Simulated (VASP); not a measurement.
Data:

```
MgS
1.0
    0.00000     2.64467     2.64467
    2.64467     0.00000     2.64467
    2.64467     2.64467     0.00000
Mg S
1 1
Direct
  0.00000   0.00000   0.00000
  0.50000   0.50000   0.50000
```

All values below come from vdW-DF2, VASP's PBE PAW potentials (set 64) (plane waves; VASP 6.6.1). Numerical set-up: 520 eV cut-off, 10×10×10 Γ-centred mesh, tetrahedra with Blöchl corrections, potentials Mg S.

### Question
Tabulate the total density of states (states/eV per cell) against energy (eV; zero at the valence-band maximum or, without a gap, the Fermi level).

### Answer

```
E (eV) | DOS (states/eV)
    -9.97 |  0.00
    -9.61 |  0.00
    -9.13 |  0.00
    -8.77 |  0.00
    -8.29 |  0.00
    -7.93 |  0.00
    -7.45 |  0.00
    -7.09 |  0.00
    -6.73 |  0.00
    -6.25 |  0.00
    -5.89 |  0.00
    -5.41 |  0.00
    -5.05 |  0.00
    -4.57 |  0.00
    -4.21 | ##### 0.38
    -3.73 | ############### 1.12
    -3.37 | ############################ 2.12
    -3.01 | ###### 0.43
    -2.53 | ############# 1.01
    -2.17 | ############## 1.06
    -1.69 | ##################### 1.57
    -1.33 | ############################ 2.12
    -0.85 | ############################## 2.28
    -0.49 | ######################## 1.86
    -0.13 | ######## 0.57
     0.35 |  0.00
     0.71 |  0.00
     1.19 |  0.00
     1.55 |  0.00
     2.03 |  0.00
     2.39 |  0.00
     2.87 |  0.03
     3.23 | ## 0.14
     3.59 | ### 0.23
     4.07 | ##### 0.39
     4.43 | ####### 0.56
     4.91 | ############## 1.05
     5.27 | ###################### 1.66
     5.75 | ############ 0.91
     6.11 | ###### 0.44
```
Within 2 eV below the valence-band maximum the largest weight inside VASP's projection spheres is S p.

The compound is MgS in the rock salt structure. It was relaxed first, which changed the volume by +5 %.
